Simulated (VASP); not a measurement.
# Mg2CdS3 (P6/mmm) in VASP: notebook

The runs below take Mg2CdS3 through relaxation of cell and atoms, with PBE.

All numbers are computed with VASP 6.6.1; they aren't measurements. Logs are shortened: lines on timing, memory, paths and dates and some standing lists are left out, and cuts for length are marked.

### Step 1. The crystal as given

It takes space group P6/mmm (No. 191, hexagonal). Conventional cell: a = 6.343 Å, b = 6.343 Å, c = 3.661 Å, α = 90.00°, β = 90.00°, γ = 120.00°. Mg (site symmetry -6m2) has 6 S at 2.59 Å as nearest neighbours. Cd (site symmetry 6/mmm) is surrounded by 2 Cd at 3.66 Å and 12 S at 3.66 Å and 6 Mg at 3.66 Å. S (site symmetry mmm) has 4 Mg at 2.59 Å as nearest neighbours.

The cell was built by a generator and needn't be a form met in nature.

### Step 2. Relaxation of cell and atoms, PBE

The input, INCAR:

```
ALGO = Fast ; EDIFF = 1E-4
EDIFFG = -0.08 ; ENCUT = 520
GGA = PE ; IBRION = 2
ISIF = 3 ; ISMEAR = 0
LASPH = True ; LCHARG = False
LREAL = False ; LWAVE = False
NELM = 60 ; NSW = 24
PREC = Normal ; SIGMA = 0.15
```

The input, KPOINTS:

```
k-points
0
Gamma
  3 3 4
```

The input, POSCAR:

```
Mg2CdS3
1.0
    6.3426279400      0.0000000000      0.0000000000
   -3.1713139700      5.4928769200      0.0000000000
    0.0000000000      0.0000000000      3.6606389400
Mg Cd S
2 1 3
Direct
    0.3333333300      0.6666666700      0.5000000000
    0.6666666700      0.3333333300      0.5000000000
    0.0000000000      0.0000000000      0.5000000000
    0.5000000000      0.5000000000      0.0000000000
    0.5000000000      0.0000000000      0.0000000000
    0.0000000000      0.5000000000      0.0000000000
```

Potentials or basis: VASP PAW PBE potentials, release 64 (Mg, Cd, S).

The run is started by

```bash
$ cat potpaw_PBE.64/Mg/POTCAR potpaw_PBE.64/Cd/POTCAR potpaw_PBE.64/S/POTCAR > POTCAR
$ mpirun -np 1 vasp_std > vasp.out
```

OUTCAR:

```text
EDIFF = 1E-4
   EDIFFG = -0.08
   ENCUT = 520
   GGA = PE
   IBRION = 2
   ISIF = 3
   ISMEAR = 0
   LASPH = True
   LREAL = False
   NELM = 60
   NSW = 24
   PREC = Normal

 ion  position               nearest neighbor table
   1  0.333  0.667  0.500-   5 2.59   5 2.59   6 2.59   6 2.59   4 2.59   4 2.59   3 3.66   3 3.66
                             3 3.66
   2  0.667  0.333  0.500-   5 2.59   5 2.59   6 2.59   6 2.59   4 2.59   4 2.59   3 3.66   3 3.66
                             3 3.66
   3  0.000  0.000  0.500-   1 3.66   2 3.66   1 3.66   2 3.66   2 3.66   1 3.66
   4  0.500  0.500  0.000-   1 2.59   2 2.59   1 2.59   2 2.59
   5  0.500  0.000  0.000-   1 2.59   2 2.59   1 2.59   2 2.59
   6  0.000  0.500  0.000-   1 2.59   2 2.59   1 2.59   2 2.59

  LATTYP: Found a hexagonal cell.
 ALAT       =     6.3426279400
 C/A-ratio  =     0.5771486164

  Lattice vectors:

 A1 = (   6.3426279400,   0.0000000000,   0.0000000000)
 A2 = (  -3.1713139700,   5.4928769200,   0.0000000000)
 A3 = (   0.0000000000,   0.0000000000,   3.6606389400)

Analysis of symmetry for initial positions (statically):
=====================================================================
 Subroutine PRICEL returns:
 Original cell was already a primitive cell.

 Routine SETGRP: Setting up the symmetry group for a
 hexagonal supercell.

 Subroutine GETGRP returns: Found 24 space group operations
 (whereof 24 operations were pure point group operations)
 out of a pool of 24 trial point group operations.

The static configuration has the point symmetry D_6h.

Analysis of symmetry for dynamics (positions and initial velocities):
=====================================================================
 Subroutine PRICEL returns:
 Original cell was already a primitive cell.

 Routine SETGRP: Setting up the symmetry group for a
 hexagonal supercell.

 Subroutine GETGRP returns: Found 24 space group operations
 (whereof 24 operations were pure point group operations)
 out of a pool of 24 trial point group operations.

The dynamic configuration has the point symmetry D_6h.

 Subroutine INISYM returns: Found 24 space group operations
 (whereof 24 operations are pure point group operations),
 and found     1 'primitive' translations

----------------------------------------------------------------------------------------

                                     Primitive cell

  volume of cell :     127.5340

  direct lattice vectors                    reciprocal lattice vectors
     6.342627940  0.000000000  0.000000000     0.157663355  0.091026980  0.000000000
    -3.171313970  5.492876920  0.000000000     0.000000000  0.182053961  0.000000000
     0.000000000  0.000000000  3.660638940     0.000000000  0.000000000  0.273176354

  length of vectors
     6.342627940  6.342627938  3.660638940     0.182053961  0.182053961  0.273176354

  position of ions in fractional coordinates (direct lattice)
     0.333333330  0.666666670  0.500000000
     0.666666670  0.333333330  0.500000000
     0.000000000  0.000000000  0.500000000
     0.500000000  0.500000000  0.000000000
     0.500000000  0.000000000  0.000000000
     0.000000000  0.500000000  0.000000000

  ion indices of the primitive-cell ions
   primitive index   ion index
                 1           1
                 2           2
                 3           3
                 4           4
                 5           5
                 6           6

----------------------------------------------------------------------------------------

 KPOINTS: k-points

Automatic generation of k-mesh.
 Grid dimensions read from file:
 generate k-points for:    3    3    4

 Generating k-lattice:

  Cartesian coordinates                     Fractional coordinates (reciprocal lattice)
     0.052554452  0.030342327  0.000000000     0.333333333  0.000000000  0.000000000
     0.000000000  0.060684654  0.000000000     0.000000000  0.333333333  0.000000000
     0.000000000  0.000000000  0.068294089     0.000000000  0.000000000  0.250000000

  Length of vectors
     0.060684654  0.060684654  0.068294089

  Shift w.r.t. Gamma in fractional coordinates (k-lattice)
     0.000000000  0.000000000  0.000000000

 Subroutine IBZKPT returns following result:
 ===========================================

 Found      9 irreducible k-points:

 Following reciprocal coordinates:
            Coordinates               Weight
  0.000000  0.000000  0.000000      1.000000
  0.333333 -0.000000  0.000000      6.000000
  0.333333  0.333333  0.000000      2.000000
  0.000000  0.000000  0.250000      2.000000
  0.333333 -0.000000  0.250000     12.000000
  0.333333  0.333333  0.250000      4.000000
  0.000000  0.000000  0.500000      1.000000
  0.333333 -0.000000  0.500000      6.000000
  0.333333  0.333333  0.500000      2.000000
   k-points           NKPTS =      9   k-points in BZ     NKDIM =      9   number of bands    NBANDS=     21
   number of dos      NEDOS =    301   number of ions     NIONS =      6
   total plane-waves  NPLWV =  25920
   dimension x,y,z NGX =    36 NGY =   36 NGZ =   20
   dimension x,y,z NGXF=    72 NGYF=   72 NGZF=   40
   ions per type =               2   1   3
   NGX,Y,Z   is equivalent  to a cutoff of   9.44,  9.44,  9.08 a.u.
   NGXF,Y,Z  is equivalent  to a cutoff of  18.87, 18.87, 18.17 a.u.
 SYSTEM =  unknown system
   PREC   = normal    normal or accurate (medium, high low for compatibility)
   ISTART =      0    job   : 0-new  1-cont  2-samecut
   ICHARG =      2    charge: 1-file 2-atom 10-const
   ISPIN  =      1    spin polarized calculation?
   LNONCOLLINEAR =      F non collinear calculations
   LSORBIT =      F    spin-orbit coupling
   LASPH  =      T    aspherical Exc in radial PAW
   ENCUT  =  520.0 eV  38.22 Ry    6.18 a.u.  11.79 11.79  6.81*2*pi/ulx,y,z
   NELM   =     60;   NELMIN=  2; NELMDL= -5     # of ELM steps
   EDIFF  = 0.1E-03   stopping-criterion for ELM
   LREAL  =      F    real-space projection
   EDIFFG = -.8E-01   stopping-criterion for IOM
   NSW    =     24    number of steps for IOM
   IBRION =      2    ionic relax: 0-MD 1-quasi-New 2-CG
   NFREE  =      1    steps in history (QN), initial steepest desc. (CG)
   ISIF   =      3    stress and relaxation
   ISYM   =      2    0-nonsym 1-usesym 2-fastsym
   POTIM  = 0.5000    time-step for ionic-motion
   TEBEG  =    0.0;   TEEND  =   0.0 temperature during run
   PSTRESS=    0.0 pullay stress
   NELECT =      34.0000    total number of electrons
   NUPDOWN=      -1.0000    fix difference up-down
   EMIN   =  10.00;   EMAX   =-10.00  energy-range for DOS
   EFERMI =   0.00;   METHOD = LEGACY
   ISMEAR =     0;   SIGMA  =   0.15  broadening in eV -4-tet -1-fermi 0-gaus
   EFERMI_NEDOS =   21; number of points for ismear=-14 and -15
   IALGO  =     68    algorithm
   IMIX   =      4    mixing-type and parameters
     AMIX     =   0.40;   BMIX     =  1.00
     AMIX_MAG =   1.60;   BMIX_MAG =  1.00
  volume/ion in A,a.u.               =      21.26       143.44
  Fermi-wavevector in a.u.,A,eV,Ry     =   1.053641  1.991092 15.104622  1.110158
  Thomas-Fermi vector in A             =   2.188770
   LORBIT       =      0    0 simple, 1 ext, 2 COOP (PROOUT), +10 PAW based schemes
   GGA     = PE    functional components
   LHFCALC =     F    Hartree Fock is set to
   AEXX    =    0.0000 exact exchange contribution
   IVDW    =     0    specifies the selected vdW correction
   LEPSILON=     F    determine dielectric tensor
   LRPA    =     F    only Hartree local field effects (RPA)
 conjugate gradient relaxation of ions
 non-spin polarized calculation
 RMM-DIIS sequential band-by-band and
 Gauss-broadening in eV      SIGMA  =   0.15
  energy-cutoff  :      520.00
  volume of cell :      127.53
 maximum number of plane-waves:      3451
   NGX = 23   NGY = 23   NGZ = 13

--------------------------------------- Ionic step        1  -------------------------------------------

 number of electron      34.0000029 magnetization

 Free energy of the ion-electron system (eV)
  ---------------------------------------------------
  ext. energy  EPLUGINS =         0.00000000
  ---------------------------------------------------
  free energy    TOTEN  =       -18.99608359 eV

  energy without entropy =      -18.92939889  energy(sigma->0) =      -18.96274124

------------------------ aborting loop because EDIFF is reached ----------------------------------------

  FORCE on cell =-STRESS in cart. coord.  units (eV):
  Direction    XX          YY          ZZ          XY          YZ          ZX
  --------------------------------------------------------------------------------------
  -------------------------------------------------------------------------------------
  Total        1.1572961      1.1572961     -2.3745465      0.0000000     -0.0000000      0.0000000
  in kB       14.5388170     14.5388170    -29.8308247      0.0000000     -0.0000000      0.0000000
  external PRESSURE =      -0.2510636 kB  Pullay stress =       0.0000000 kB
[... 105 lines left out ...]
  energy  without entropy=      -18.9839969098  energy(sigma->0) =      -19.02464659

--------------------------------------- Ionic step        4  -------------------------------------------

 number of electron      33.9999989 magnetization

 Free energy of the ion-electron system (eV)
  ---------------------------------------------------
  ext. energy  EPLUGINS =         0.00000000
  ---------------------------------------------------
  free energy    TOTEN  =       -19.07498622 eV

  energy without entropy =      -18.99168802  energy(sigma->0) =      -19.03333712

 E-fermi :   2.6334     XC(G=0):  -9.2573

 val. band max:        2.6274664527   @ k =   0.0000   0.0000   0.2500
 cond. band min:       2.7205152779   @ k =   0.3333  -0.0000   0.2500
 fundamental gap:      0.0930488251
 Fermi energy:         2.6334120573

 k-point     1 :       0.0000    0.0000    0.0000
  band No.  band energies     occupation
      1     -10.3851      2.00000
      2      -8.9730      2.00000
      3      -8.9730      2.00000
      4      -5.2334      2.00000
      5      -5.0253      2.00000
      6      -5.0253      2.00000
[... 238 lines left out ...]
  FREE ENERGIE OF THE ION-ELECTRON SYSTEM (eV)
  ---------------------------------------------------
  free  energy   TOTEN  =       -19.0749862215 eV

  energy  without entropy=      -18.9916880175  energy(sigma->0) =      -19.03333712

 reached required accuracy - stopping structural energy minimisation
```

It took 40 s on 1 thread of Intel Xeon Platinum 8259CL at 2.50GHz (Skylake/Cascade Lake), shared host; peak memory 0.18 GiB.

What came out:

* Free energy: -19.0750 eV
* Relaxed volume: 21.73 Å³/atom
* Relaxed cell: a = 6.542 Å, b = 6.542 Å, c = 3.517 Å, α = 90.00°, β = 90.00°, γ = 120.00°
* Space group after relaxing (to 0.05 Å): P6/mmm (No. 191)
* Energy gained by relaxing: 13.2 meV/atom
* Ionic steps: 4
* Pressure after relaxing: -0.1 GPa
* Band gap on the k mesh: none (metal or under the smearing width)

Stress tensor (GPa, compression positive):
```
-0.06  0.00  0.00
 0.00 -0.06  0.00
 0.00  0.00 -0.31
```

Step by step:
| step | energy change (eV) | largest force (eV/Å) | pressure (GPa) | volume (Å³) |
| --- | --- | --- | --- | --- |
| 1 | 0.0000 | 0.0000 | -0.03 | 127.53 |
| 2 | -0.0503 | 0.0000 | 0.40 | 127.44 |
| 3 | -0.0692 | 0.0000 | 1.04 | 127.24 |
| 4 | -0.0789 | 0.0000 | -0.14 | 130.37 |

Final structure:
```cif
data_structure
_symmetry_space_group_name_H-M 'P 1'
_symmetry_Int_Tables_number 1
_cell_length_a 6.5421
_cell_length_b 6.5421
_cell_length_c 3.5173
_cell_angle_alpha 90.000
_cell_angle_beta 90.000
_cell_angle_gamma 120.000
_cell_volume 130.37
loop_
_atom_site_label
_atom_site_type_symbol
_atom_site_fract_x
_atom_site_fract_y
_atom_site_fract_z
_atom_site_occupancy
Mg1 Mg 0.33333 0.66667 0.50000 1
Mg2 Mg 0.66667 0.33333 0.50000 1
Cd1 Cd 0.00000 0.00000 0.50000 1
S1 S 0.50000 0.50000 0.00000 1
S2 S 0.50000 0.00000 0.00000 1
S3 S 0.00000 0.50000 0.00000 1
```

Caveat: the k mesh is coarse (spacing up to 0.43 Å⁻¹), so the values aren't converged; the relaxation stopped at a loose force limit of 0.08 eV/Å, so its end isn't a converged minimum.

### Step 3. Relaxation of cell and atoms, PBE

This run uses another cell than the first one, of 25.82 Å³/atom, 1.215 times its volume.

INCAR is that of step 2.

The input, KPOINTS:

```
k-points
0
Gamma
  4 4 2
```

The input, POSCAR:

```
Mg2CdS3
1.0
    4.3691130300      0.0000000000      0.0000000000
   -2.1845565200      3.7837628800      0.0000000000
    0.0000000000      0.0000000000      9.3719338400
Mg Cd S
2 1 3
Direct
    0.3333333300      0.6666666700      0.0000000000
    0.6666666700      0.3333333300      0.0000000000
    0.0000000000      0.0000000000      0.5000000000
    0.0000000000      0.0000000000      0.7896457000
    0.0000000000      0.0000000000      0.2103543000
    0.0000000000      0.0000000000      0.0000000000
```

Potentials or basis: VASP PAW PBE potentials, release 64 (Mg, Cd, S).

The run is started by

```bash
$ cat potpaw_PBE.64/Mg/POTCAR potpaw_PBE.64/Cd/POTCAR potpaw_PBE.64/S/POTCAR > POTCAR
$ mpirun -np 1 vasp_std > vasp.out
```

Wall time 2.3 min (1 thread of Intel Xeon Platinum 8259CL at 2.50GHz (Skylake/Cascade Lake), shared host); peak memory 0.19 GiB.

The run converged. Its results:

| Property | Result |
| --- | --- |
| Free energy | -14.6984 eV |
| Relaxed volume | 31.48 Å³/atom |
| Relaxed cell | a = 4.728 Å, b = 4.728 Å, c = 9.756 Å, α = 90.00°, β = 90.00°, γ = 120.00° |
| Space group after relaxing (to 0.05 Å) | P6/mmm (No. 191) |
| Energy gained by relaxing | 437.4 meV/atom |
| Ionic steps | 13 |
| Pressure after relaxing | 0.0 GPa |
| Largest force after relaxing | 0.017 eV/Å |
| Band gap on the k mesh | none (metal or under the smearing width) |

Forces in eV/Å, atoms in the order of the input:
```
Mg   0.000  0.000  0.000
Mg   0.000  0.000  0.000
Cd   0.000  0.000  0.000
S    0.000  0.000  0.017
S    0.000  0.000 -0.017
S    0.000  0.000  0.000
```

Stress tensor (GPa, compression positive):
```
-0.07  0.00  0.00
 0.00 -0.07  0.00
 0.00  0.00  0.07
```

The path:
| step | energy change (eV) | largest force (eV/Å) | pressure (GPa) | volume (Å³) |
| --- | --- | --- | --- | --- |
| 1 | 0.0000 | 6.3856 | 11.78 | 154.93 |
| 2 | -1.2837 | 0.0136 | -2.02 | 200.51 |
| 3 | -1.9238 | 0.6794 | 1.13 | 178.63 |
| 4 | -1.9270 | 0.7500 | 1.20 | 177.79 |
| 5 | -1.9273 | 0.8547 | 1.47 | 176.62 |
| 6 | -2.3644 | 1.0579 | 0.10 | 186.09 |
| 7 | -2.4596 | 0.9671 | -0.66 | 196.95 |
| 8 | -2.4703 | 1.0452 | -0.56 | 194.43 |
| 9 | -2.5748 | 0.4442 | -0.65 | 194.77 |
| 10 | -2.5939 | 0.0531 | -0.47 | 194.97 |
| 11 | -2.6212 | 0.0541 | -0.37 | 191.74 |
| 12 | -2.6212 | 0.0594 | -0.37 | 191.81 |
| 13 | -2.6243 | 0.0175 | -0.02 | 188.88 |

Final structure:
```
Mg Cd S
1.0
     4.72812    0.00000    0.00000
    -2.36406    4.09467    0.00000
     0.00000    0.00000    9.75600
Mg Cd S
2 1 3
Direct
  0.33333 0.66667 0.00000
  0.66667 0.33333 0.00000
  0.00000 0.00000 0.50000
  0.00000 0.00000 0.74707
  0.00000 0.00000 0.25293
  0.00000 0.00000 0.00000
```

Levels at points of the mesh, in eV from the Fermi level:
| k point | band 15 | band 16 | band 17 | band 18 | band 19 | band 20 |
| --- | --- | --- | --- | --- | --- | --- |
| (0.00, 0.00, 0.00) | -0.47 | -0.24 | -0.24 | 1.12 | 1.12 | 1.56 |
| (0.50, 0.00, 0.00) | -1.06 | -0.70 | -0.42 | 1.75 | 2.31 | 3.46 |
| (0.00, 0.00, 0.50) | -0.70 | -0.70 | 0.03 | 0.03 | 1.12 | 1.12 |
| (0.50, 0.00, 0.50) | -0.94 | -0.71 | -0.19 | -0.12 | 2.35 | 2.36 |

Caveat: the k mesh is coarse (spacing up to 0.42 Å⁻¹), so the values aren't converged; the volume moved by over 15 % at a fixed basis, so the end points are rough; the relaxation stopped at a loose force limit of 0.08 eV/Å, so its end isn't a converged minimum.

(Part 1 of 2 ends here.)
